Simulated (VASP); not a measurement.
Output of a VASP run:

File OSZICAR:
```
...
DAV:   7    -0.162284798084E+02    0.24607E+00   -0.11645E+00  1320   0.581E+00    0.716E-01
DAV:   8    -0.162272105513E+02    0.12693E-02   -0.65688E-02  1232   0.181E+00    0.276E-01
DAV:   9    -0.162228010056E+02    0.44095E-02   -0.13851E-02  1192   0.648E-01    0.495E-02
DAV:  10    -0.162227818828E+02    0.19123E-04   -0.11058E-03  1584   0.209E-01    0.265E-02
DAV:  11    -0.162227474322E+02    0.34451E-04   -0.15544E-04  1192   0.765E-02    0.178E-03
DAV:  12    -0.162227475612E+02   -0.12901E-06   -0.14724E-06  1488   0.114E-02    0.689E-04
DAV:  13    -0.162227475760E+02   -0.14757E-07   -0.71284E-08  1136   0.163E-03
   1 F= -.14451382E+02 E0= -.14451571E+02  d E =-.144514E+02
       N       E                     dE             d eps       ncg     rms          rms(c)
DAV:   1    -0.161341528789E+02    0.88595E-01   -0.11550E+00  1176   0.132E+01    0.787E-01
DAV:   2    -0.161150974965E+02    0.19055E-01   -0.42049E-02  1400   0.135E+00    0.334E-01
DAV:   3    -0.161128816359E+02    0.22159E-02   -0.50013E-03  1352   0.474E-01    0.122E-01
DAV:   4    -0.161126091957E+02    0.27244E-03   -0.32513E-04  1472   0.143E-01    0.150E-02
DAV:   5    -0.161126050552E+02    0.41406E-05   -0.31605E-05  1248   0.339E-02    0.642E-03
DAV:   6    -0.161126034955E+02    0.15596E-05   -0.27540E-06  1272   0.111E-02    0.923E-04
DAV:   7    -0.161126034381E+02    0.57413E-07   -0.23933E-07  1224   0.325E-03
   2 F= -.14487310E+02 E0= -.14487279E+02  d E =-.359275E-01
       N       E                     dE             d eps       ncg     rms          rms(c)
DAV:   1    -0.161782805827E+02   -0.65677E-01   -0.12969E-01  1176   0.435E+00    0.253E-01
DAV:   2    -0.161762955970E+02    0.19850E-02   -0.39434E-03  1448   0.423E-01    0.120E-01
DAV:   3    -0.161759196095E+02    0.37599E-03   -0.12641E-03  1296   0.219E-01    0.290E-02
DAV:   4    -0.161758972206E+02    0.22389E-04   -0.54093E-05  1248   0.514E-02    0.578E-03
DAV:   5    -0.161758956080E+02    0.16126E-05   -0.43631E-06  1368   0.136E-02    0.182E-03
DAV:   6    -0.161758953783E+02    0.22971E-06   -0.18691E-07  1200   0.334E-03    0.531E-04
DAV:   7    -0.161758954310E+02   -0.52761E-07   -0.20376E-08   656   0.975E-04
   3 F= -.14501722E+02 E0= -.14501789E+02  d E =-.503395E-01
       N       E                     dE             d eps       ncg     rms          rms(c)
DAV:   1    -0.161760173311E+02   -0.12195E-03   -0.54380E-02  1464   0.181E+00    0.142E-01
DAV:   2    -0.161748402341E+02    0.11771E-02   -0.26309E-03  1520   0.335E-01    0.491E-02
DAV:   3    -0.161746879725E+02    0.15226E-03   -0.57857E-04  1304   0.138E-01    0.101E-02
DAV:   4    -0.161746850030E+02    0.29694E-05   -0.14921E-05  1368   0.327E-02    0.108E-03
DAV:   5    -0.161746849722E+02    0.30893E-07   -0.22168E-07  1480   0.384E-03
   4 F= -.14504194E+02 E0= -.14504257E+02  d E =-.247199E-02
       N       E                     dE             d eps       ncg     rms          rms(c)
DAV:   1    -0.161735437982E+02    0.11412E-02   -0.13276E-02  1488   0.894E-01    0.731E-02
DAV:   2    -0.161732368884E+02    0.30691E-03   -0.65891E-04  1528   0.167E-01    0.271E-02
DAV:   3    -0.161731927710E+02    0.44117E-04   -0.17208E-04  1280   0.751E-02    0.507E-03
DAV:   4    -0.161731919859E+02    0.78510E-06   -0.45965E-06  1376   0.180E-02    0.990E-04
DAV:   5    -0.161731919283E+02    0.57530E-07   -0.22499E-07  1288   0.300E-03
   5 F= -.14504545E+02 E0= -.14504532E+02  d E =-.282382E-02
```

OUTCAR:
```
------------------------ aborting loop because EDIFF is reached ----------------------------------------
  FORCE on cell =-STRESS in cart. coord.  units (eV):
  Direction    XX          YY          ZZ          XY          YZ          ZX
  --------------------------------------------------------------------------------------
  Total        1.6724073      1.6724066      1.6607441      0.0000000      0.0000000     -0.0000000
  in kB      100.2253779    100.2253380     99.5264174      0.0000000      0.0000000     -0.0000000
  external PRESSURE =      -0.0076222 kB  Pullay stress =     100.0000000 kB
  volume of cell :       26.73
      direct lattice vectors                 reciprocal lattice vectors
     1.511850886 -2.618602028 -0.000000000     0.330720446 -0.190941577  0.000000000
     1.511850886  2.618602028  0.000000000     0.330720446  0.190941577  0.000000000
    -0.000000000  0.000000000  3.376497898    -0.000000000 -0.000000000  0.296164852
 POSITION                                       TOTAL-FORCE (eV/Angst)
 -----------------------------------------------------------------------------------
      0.00000     -0.00000      0.00000         0.000000     -0.000000      0.000000
      1.51185      0.87287      1.68825        -0.000000     -0.000000      0.000000
      1.51185     -0.87287      1.68825         0.000000      0.000000     -0.000000
 -----------------------------------------------------------------------------------
    total drift:                               -0.000000     -0.000000      0.000000
  FREE ENERGIE OF THE ION-ELECTRON SYSTEM (eV)
  ---------------------------------------------------
  free  energy   TOTEN  =       -16.1731919283 eV

  energy  without entropy=      -16.1731524439  energy(sigma->0) =      -16.17317877
  enthalpy is  TOTEN    =       -14.5045453752 eV   P V=        1.6686465531

 reached required accuracy - stopping structural energy minimisation
```
(Selected blocks of OUTCAR.)

POSCAR:
```
MgB2
1
    1.5358125382    -2.6601048583     0.0000000000
    1.5358125382     2.6601048583     0.0000000000
    0.0000000000     0.0000000000     3.4733760219
Mg B
1 2
Direct
  0.0000000000   0.0000000000   0.0000000000
  0.3333330000   0.6666670000   0.5000000000
  0.6666670000   0.3333330000   0.5000000000
```

### Question
Write an INCAR and KPOINTS that could have produced this output.

### Answer
Several could match; the one computed here: the input of the run itself, PBEsol GGA, plane waves, VASP's PBE PAW potentials (set 64).

**INCAR**
```
ALGO = Normal
EDIFF = 1E-7
EDIFFG = -0.01
ENCUT = 600
GGA = PS
IBRION = 2
ISIF = 3
ISMEAR = 1
LASPH = .TRUE.
LCHARG = .FALSE.
LREAL = .FALSE.
LWAVE = .FALSE.
NELM = 100
NSW = 40
PREC = Accurate
PSTRESS = 100
SIGMA = 0.1
SYSTEM = MgB2
```

File KPOINTS:
```
Automatic mesh
0
Gamma
10 10 8
0 0 0
```

POTCAR, in this order: Mg B (PBE.64 set). Program: vasp_std.

Energy and stress use the plane-wave basis of the starting cell.

The compound is MgB2 in the AlB2 type structure. This run relaxes it under an external pressure of 10 GPa. Symmetry was kept, so distortions that lower it aren't found.
